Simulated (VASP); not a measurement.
Output of a VASP run:

**OSZICAR**
```
...
DAV:   8    -0.244383035495E+02   -0.48452E+00   -0.61103E-01   640   0.556E+00    0.107E-01
DAV:   9    -0.244134196644E+02    0.24884E-01   -0.10940E-02   824   0.972E-01    0.119E-01
DAV:  10    -0.243888601119E+02    0.24560E-01   -0.39288E-01   616   0.447E+00    0.334E-01
DAV:  11    -0.243481248631E+02    0.40735E-01   -0.25103E-02   704   0.120E+00    0.432E-01
DAV:  12    -0.245071704756E+02   -0.15905E+00   -0.13489E-01   600   0.280E+00    0.464E-01
DAV:  13    -0.245188022163E+02   -0.11632E-01   -0.21834E-02   560   0.226E+00    0.523E-01
DAV:  14    -0.245572835780E+02   -0.38481E-01   -0.16356E-02   560   0.156E+00    0.507E-01
DAV:  15    -0.245761257495E+02   -0.18842E-01   -0.13480E-02   560   0.171E+00    0.423E-01
DAV:  16    -0.245838099493E+02   -0.76842E-02   -0.17271E-02   560   0.156E+00    0.115E-01
DAV:  17    -0.245770844752E+02    0.67255E-02   -0.13930E-02   584   0.192E+00    0.183E-01
DAV:  18    -0.245732706003E+02    0.38139E-02   -0.19970E-03   576   0.683E-01    0.188E-01
DAV:  19    -0.245795335650E+02   -0.62630E-02   -0.21510E-02   560   0.210E+00    0.127E-01
DAV:  20    -0.245730926062E+02    0.64410E-02   -0.13137E-02   560   0.191E+00    0.123E-01
DAV:  21    -0.245745397193E+02   -0.14471E-02   -0.83052E-04   624   0.461E-01    0.122E-01
DAV:  22    -0.245685951479E+02    0.59446E-02   -0.30256E-02   560   0.225E+00    0.101E-01
DAV:  23    -0.245615137099E+02    0.70814E-02   -0.32878E-03   600   0.630E-01    0.970E-02
DAV:  24    -0.245538188371E+02    0.76949E-02   -0.22019E-03   560   0.323E-01    0.835E-02
DAV:  25    -0.245672810323E+02   -0.13462E-01   -0.10324E-02   560   0.132E+00    0.629E-02
DAV:  26    -0.245712798844E+02   -0.39989E-02   -0.11863E-03   560   0.450E-01    0.427E-02
DAV:  27    -0.245717163135E+02   -0.43643E-03   -0.24637E-04   752   0.255E-01    0.220E-02
DAV:  28    -0.245718763636E+02   -0.16005E-03   -0.67582E-05   600   0.113E-01    0.166E-02
DAV:  29    -0.245718599327E+02    0.16431E-04   -0.38339E-06   872   0.198E-02    0.155E-02
DAV:  30    -0.245718419420E+02    0.17991E-04   -0.22128E-05   592   0.604E-02    0.893E-03
DAV:  31    -0.245721704341E+02   -0.32849E-03   -0.15336E-03   560   0.511E-01    0.586E-03
DAV:  32    -0.245721728762E+02   -0.24422E-05   -0.35823E-06   888   0.237E-02    0.599E-03
DAV:  33    -0.245721572641E+02    0.15612E-04   -0.26318E-05   560   0.778E-02    0.600E-03
DAV:  34    -0.245721962615E+02   -0.38997E-04   -0.11450E-05   560   0.492E-02    0.513E-03
DAV:  35    -0.245723032157E+02   -0.10695E-03   -0.23094E-04   560   0.259E-01    0.389E-03
DAV:  36    -0.245723069883E+02   -0.37725E-05   -0.97240E-06   592   0.386E-02    0.346E-03
DAV:  37    -0.245723164142E+02   -0.94260E-05   -0.85613E-06   560   0.430E-02    0.344E-03
DAV:  38    -0.245723227815E+02   -0.63673E-05   -0.40275E-05   560   0.833E-02    0.234E-03
DAV:  39    -0.245723249271E+02   -0.21456E-05   -0.63902E-06   560   0.274E-02    0.859E-04
DAV:  40    -0.245723226410E+02    0.22861E-05   -0.15875E-06   592   0.124E-02    0.693E-04
DAV:  41    -0.245723227662E+02   -0.12517E-06   -0.84728E-07   648   0.157E-02    0.406E-04
DAV:  42    -0.245723229705E+02   -0.20430E-06   -0.46113E-07   576   0.109E-02    0.254E-04
DAV:  43    -0.245723224994E+02    0.47108E-06   -0.35552E-07   592   0.621E-03    0.237E-04
DAV:  44    -0.245723224968E+02    0.25391E-08   -0.88091E-08   688   0.488E-03
   1 F= -.24572322E+02 E0= -.24572322E+02  d E =0.000000E+00
       N       E                     dE             ncg
       N       E                     dE             ncg
```

File OUTCAR:
```
------------------------ aborting loop because EDIFF is reached ----------------------------------------
  FORCE on cell =-STRESS in cart. coord.  units (eV):
  Direction    XX          YY          ZZ          XY          YZ          ZX
  --------------------------------------------------------------------------------------
  Total       -0.0107779     -0.0107779     -0.0107779     -0.0000000     -0.0000000      0.0000000
  in kB       -0.1464477     -0.1464477     -0.1464477     -0.0000000     -0.0000000      0.0000000
  external PRESSURE =      -0.1464477 kB  Pullay stress =       0.0000000 kB
  volume of cell :      117.91
      direct lattice vectors                 reciprocal lattice vectors
    -3.089117937  3.089117937  3.089117937     0.000000000  0.161858501  0.161858501
     3.089117937 -3.089117937  3.089117937     0.161858501  0.000000000  0.161858501
     3.089117937  3.089117937 -3.089117937     0.161858501  0.161858501  0.000000000
 POSITION                                       TOTAL-FORCE (eV/Angst)
 -----------------------------------------------------------------------------------
      0.00000      0.00000      0.00000         0.000000      0.000000      0.000000
 -----------------------------------------------------------------------------------
    total drift:                               -0.000000     -0.000000     -0.000000
  FREE ENERGIE OF THE ION-ELECTRON SYSTEM (eV)
  ---------------------------------------------------
  free  energy   TOTEN  =       -24.5723224968 eV

  energy  without entropy=      -24.5723224968  energy(sigma->0) =      -24.57232250

 total charge

# of ion       s       p       d       tot
------------------------------------------
    1        1.867   4.696   0.008   6.571
```
(Selected blocks of OUTCAR.)

**POSCAR**
```
Cs
1
   -3.0891179373     3.0891179373     3.0891179373
    3.0891179373    -3.0891179373     3.0891179373
    3.0891179373     3.0891179373    -3.0891179373
Cs
1
Direct
  0.0000000000   0.0000000000   0.0000000000
```

### Question
Write an INCAR and KPOINTS that could have produced this output.

### Answer
Several could match; the one computed here: the input of the run itself, r2SCAN+rVV10, plane waves, VASP's PBE PAW potentials (set 64).

**INCAR**
```
SYSTEM = Cs
PREC = Accurate; ENCUT = 520; LREAL = .False.
LASPH = .True.
EDIFF = 1E-7; NELM = 100; ALGO = Normal
LMAXMIX = 4; LMIXTAU = .True.
ISMEAR = -5
METAGGA = R2SCAN; LUSE_VDW = .True.; BPARAM = 11.95
CPARAM = 0.0093
ISIF = 2
LWAVE = .False.; LCHARG = .False.; LORBIT = 11
NEDOS = 601
```

KPOINTS_OPT:
```
k-points along high-symmetry lines
10
Line-mode
Reciprocal
  0.000000   0.000000   0.000000 ! GAMMA
  0.500000  -0.500000   0.500000 ! H

  0.500000  -0.500000   0.500000 ! H
 -0.000000   0.000000   0.500000 ! N

 -0.000000   0.000000   0.500000 ! N
  0.000000   0.000000   0.000000 ! GAMMA

  0.000000   0.000000   0.000000 ! GAMMA
  0.250000   0.250000   0.250000 ! P

  0.250000   0.250000   0.250000 ! P
  0.500000  -0.500000   0.500000 ! H

  0.250000   0.250000   0.250000 ! P
 -0.000000   0.000000   0.500000 ! N
```

File KPOINTS:
```
Automatic
0
Gamma
  9 9 9
```

POTCAR, in this order: Cs_sv (PBE.64 set). Program: vasp_std.

For a metal the tetrahedron method with Blöchl corrections gives inexact stress and forces.

The compound is Cs in the bcc structure. It was relaxed first.
